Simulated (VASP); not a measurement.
The system is Zr3PdSe4.

```
Zr Pd Se
1.0
    10.20000    0.00000    0.00000
    -5.10000    8.83346    0.00000
     0.00000    0.00000    3.78000
Zr Pd Se
6 2 8
Direct
  0.51200 0.89700 0.75000
  0.48800 0.10300 0.25000
  0.89700 0.38500 0.25000
  0.10300 0.61500 0.75000
  0.38500 0.48800 0.75000
  0.61500 0.51200 0.25000
  0.00000 0.00000 0.00000
  0.00000 0.00000 0.50000
  0.27900 0.94300 0.75000
  0.72100 0.05700 0.25000
  0.66667 0.33333 0.75000
  0.94300 0.66400 0.25000
  0.05700 0.33600 0.75000
  0.66400 0.72100 0.75000
  0.33600 0.27900 0.25000
  0.33333 0.66667 0.25000
```

The cell was built by a generator and needn't be a form met in nature.

```yaml
Program: VASP 6.6.1
Task: relaxation of cell and atoms
Functional: PBE
Potentials_or_basis: VASP PAW PBE potentials, release 64 (Zr_sv, Pd, Se)
Cutoff: 520 eV
k_mesh: 2 × 2 × 4
Occupations: gaussian, width 0.15 eV
Spin: no spin polarisation
```

At the start: pressure 12.6 GPa; volume 21.29 Å³/atom.

Q: Where does the relaxation end?

A: Over 14 steps the energy falls by 334.3 meV/atom and the volume is 23.34 Å³/atom (+9.6 %); space group P6_3/m (No. 176, to 0.05 Å).

Step by step:
```csv
step,energy change (eV),largest force (eV/Å),pressure (GPa),volume (Å³)
1,0.0000,3.3678,12.56,340.58
2,-2.3042,1.3605,-9.52,427.82
3,-3.4614,1.1075,-3.71,390.80
4,-4.5470,0.7556,-0.75,373.44
5,-4.6894,0.8723,1.60,364.06
6,-5.0256,0.6736,0.04,369.97
7,-5.1612,0.4671,-2.26,380.58
8,-5.1768,0.4919,-1.75,378.08
9,-5.2605,0.3211,1.82,365.69
10,-5.2945,0.3222,0.51,369.90
11,-5.3364,0.1657,0.08,372.90
12,-5.3446,0.1335,-0.23,375.49
13,-5.3449,0.1264,-0.23,375.10
14,-5.3494,0.0678,0.45,373.37
```

Final structure:
```
Zr Pd Se
1.0
     9.98868    0.00000    0.00000
    -4.99434    8.65045    0.00000
     0.00000    0.00000    4.32108
Zr Pd Se
6 2 8
Direct
  0.51390 0.86463 0.75000
  0.48610 0.13537 0.25000
  0.86463 0.35072 0.25000
  0.13537 0.64928 0.75000
  0.35072 0.48610 0.75000
  0.64928 0.51390 0.25000
  0.00000 0.00000 0.00000
  0.00000 0.00000 0.50000
  0.30726 0.96712 0.75000
  0.69274 0.03288 0.25000
  0.66667 0.33333 0.75000
  0.96712 0.65987 0.25000
  0.03288 0.34013 0.75000
  0.65987 0.69274 0.75000
  0.34013 0.30726 0.25000
  0.33333 0.66667 0.25000
```

Caveat: the k mesh is coarse (spacing up to 0.42 Å⁻¹), so the values aren't converged.
